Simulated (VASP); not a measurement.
Here is the system:

```xyz
2
Lattice="0.0000 2.2005 2.2005 2.2005 0.0000 2.2005 2.2005 2.2005 0.0000" Properties=species:S:1:pos:R:3 pbc="T T T"
Al     0.0000     0.0000     0.0000
N      1.1003     1.1003     1.1003
```

Level of theory: B3LYP hybrid, VASP's PBE PAW potentials (set 64) (plane waves; VASP). Numerical set-up: 520 eV cut-off, 8×8×8 Γ-centred mesh, Gaussian smearing of 0.050 eV, potentials Al N.

Question: Give the stress tensor in GPa (positive for a compressed cell).

Answer: 
```
-1.55   0.00   0.00
 0.00  -1.55   0.00
 0.00   0.00  -1.55
```
The pressure is its mean diagonal, -1.55 GPa.

The compound is AlN in the zinc blende structure, a metastable form; wurtzite is the usual one. It was relaxed first. The cell's shape comes from a PBE relaxation.
